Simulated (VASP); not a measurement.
Consider the following.

```
MgF2
1.0
    4.59008     0.00000     0.00000
    0.00000     4.59008     0.00000
    0.00000     0.00000     3.02759
Mg F
2 4
Direct
  0.00000   0.00000   0.00000
  0.50000   0.50000   0.50000
  0.30290   0.30290   0.00000
  0.80290   0.19710   0.50000
  0.19710   0.80290   0.50000
  0.69710   0.69710   0.00000
```

Computed with SCAN meta-GGA, VASP's PBE PAW potentials (set 64) (plane waves; VASP 6.6.1). Settings: 520 eV cut-off, 6×6×8 Γ-centred mesh, tetrahedra with Blöchl corrections, potentials Mg F.

The cores are frozen, which limits the accuracy of field gradients.

**Question.** Give the principal components of the electric field gradient (V/Å²) and the asymmetry η at each nucleus.

**Answer.** 
```
atom   Vxx   Vyy    Vzz     η
----  ----  ----  -----  ----
Mg1   -4.7  -1.8    6.5  0.45
Mg2   -4.7  -1.8    6.5  0.45
F3    29.1  16.4  -45.5  0.28
F4    29.1  16.4  -45.5  0.28
F5    29.1  16.4  -45.5  0.28
F6    29.1  16.4  -45.5  0.28
```

The compound is MgF2 in the rutile structure. It was relaxed first.
